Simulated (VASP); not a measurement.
Given:

```
HgTe
1.0
    0.00000     3.25813     3.25813
    3.25813     0.00000     3.25813
    3.25813     3.25813     0.00000
Hg Te
1 1
Direct
  0.00000   0.00000   0.00000
  0.25000   0.25000   0.25000
```

Calculation: PBEsol GGA, VASP's PBE PAW potentials (set 64) (plane waves; VASP). Numerical set-up: 400 eV cut-off, Gaussian smearing of 0.050 eV, potentials Hg Te.

Question: Give the energies of bands 2 to 12 at the high-symmetry points, in eV from the Fermi level.

Answer: 
```
band      Γ      X      U      L      W
----  -----  -----  -----  -----  -----
2     -7.21  -7.03  -7.02  -7.09  -6.99
3     -7.21  -6.88  -6.94  -7.09  -6.95
4     -7.21  -6.88  -6.81  -6.68  -6.75
5     -6.70  -6.64  -6.67  -6.68  -6.73
6     -6.70  -6.28  -6.19  -6.41  -6.12
7     -0.86  -5.34  -5.36  -5.38  -5.42
8      0.00  -2.19  -2.83  -0.95  -2.57
9      0.00  -2.19  -1.82  -0.95  -2.48
10     0.00   1.85   2.19   0.64   3.04
11     4.22   2.44   3.95   5.00   4.56
12     4.22   8.01   6.92   5.00   5.20
```

It has no gap at this level: it comes out as a metal or semimetal.

The structure was generated: HgTe was put into the zinc blende type (F-43m), which need not be its known phase. It was relaxed first, which changed the volume by +14 %.
